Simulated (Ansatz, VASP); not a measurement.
# LiSi2C2: VASP beside Ansatz

```xyz
5
Lattice="2.9203 -2.0547 0.0000 2.9203 2.0547 0.0000 0.0000 0.0000 4.1094" Properties=species:S:1:pos:R:3 pbc="T T T"
Li    5.0128    0.0000    2.1771
Si    2.9203    0.0000    1.1497
Si    2.9203    0.0000    2.9597
C     2.9203    1.2988    0.0000
C     2.9203   -1.2988    0.0000
```

Alike in both runs: task single point; functional PBE; k mesh 6 × 6 × 4; occupations gaussian, width 0.1 eV; no spin polarisation.

|  | VASP | Ansatz |
| --- | --- | --- |
| version | VASP 6.6.1 | Ansatz 0.2.0 |
| potentials or method | VASP PAW PBE potentials, release 64 (Li_sv, Si, C) | scalar-relativistic, plane waves, PAW |
| plane-wave cutoff (eV) | 520 | 420 |
| valence electrons in the cell | 19 | 19 |

VASP gave:

| Property | Result |
| --- | --- |
| gap on the k mesh at the Fermi level (eV) | none |
| rms of the force components (eV/Å) | 3.755 |

Task: Estimate Ansatz's values.

Result: gap on the k mesh at the Fermi level (eV): none; rms of the force components (eV/Å): 3.776.

Atom by atom the forces differ by 0.024 eV/Å (rms over components). A gap of «none» marks a metal or a gap that the smearing closes. The functional is the same, so the differences come from potentials, cutoffs and numerics.

Caveats: the k mesh is coarse (spacing up to 0.38 Å⁻¹), so the values aren't converged; forces of over 1 eV/Å show positions far from the minimum, so gaps and moduli don't describe the material at rest.
